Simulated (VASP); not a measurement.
Method: PBEsol GGA with spin-orbit coupling, VASP's PBE PAW potentials (set 64) (plane waves; VASP).

VASP ran on this input.

### INCAR
```
SYSTEM  =  LaHg2
PREC  =  Accurate; ENCUT  =  300; LREAL  =  .False.
LASPH  =  .True.
EDIFF  =  1E-6; NELM  =  100; ALGO  =  Normal
LMAXMIX  =  6
ISMEAR  =  0; SIGMA  =  0.1
GGA  =  PS; GGA_COMPAT  =  .False.
MAGMOM  =  9*0.0; LSORBIT  =  .True.; LNONCOLLINEAR  =  .True.
ISIF  =  2
LWAVE  =  .False.; LCHARG  =  .False.; LORBIT  =  11
```

KPOINTS:
```
Automatic mesh
0
G
 5 5 6
0 0 0
```

### POSCAR
```
LaHg2
1
    4.9580000000     0.0000000000     0.0000000000
   -2.4790000000     4.2937540000     0.0000000000
    0.0000000000     0.0000000000     3.6400000000
La Hg
1 2
Direct
  0.0000000000   0.0000000000   0.0000000000
  0.3333330000   0.6666670000   0.5000000000
  0.6666670000   0.3333330000   0.5000000000
```

POTCAR, in this order: La Hg (PBE.64 set). Program: vasp_ncl.

At this cut-off the stress carries a Pulay error, which pulls relaxed volumes low.

**Question.** Estimate the energy per atom (σ→0), pressure, band gap (on the k-mesh).

**Answer.** 
```json
{
 "energy per atom (σ→0)": "-3.064 eV/atom",
 "band gap (on the k-mesh)": "none (metal, semimetal or under 0.01 eV)",
 "pressure": "-1.73 GPa"
}
```

**OSZICAR**
```
...
DAV:  11    -0.919783504836E+01    0.65878E-03   -0.58305E-03  3008   0.586E-01    0.393E-02
DAV:  12    -0.919786153254E+01   -0.26484E-04   -0.42725E-04  2728   0.131E-01    0.292E-02
DAV:  13    -0.919786711457E+01   -0.55820E-05   -0.43955E-05  2952   0.488E-02    0.279E-02
DAV:  14    -0.919788187691E+01   -0.14762E-04   -0.48430E-05  2664   0.402E-02    0.121E-02
DAV:  15    -0.919788350500E+01   -0.16281E-05   -0.33732E-05  3080   0.354E-02    0.551E-03
DAV:  16    -0.919788237856E+01    0.11264E-05   -0.20685E-06  1864   0.110E-02    0.224E-03
DAV:  17    -0.919788204935E+01    0.32921E-06   -0.26854E-07  1504   0.610E-03
   1 F= -.91978820E+01 E0= -.91926796E+01  d E =-.104049E-01  mag=    -0.0000     0.0000     0.0000
```

The structure comes from a measured LaHg2 entry of the Crystallography Open Database, whose conditions weren't checked. The cell was not relaxed at this level. The run is one of a series of settings (GGA_COMPAT = .FALSE., LNONCOLLINEAR = .TRUE., LSORBIT = .TRUE., MAGMOM = 0.0 0.0 0.0 0.0 0.0 0.0 0.0 0.0 0.0, program vasp_ncl against the base run), some of them coarse on purpose.
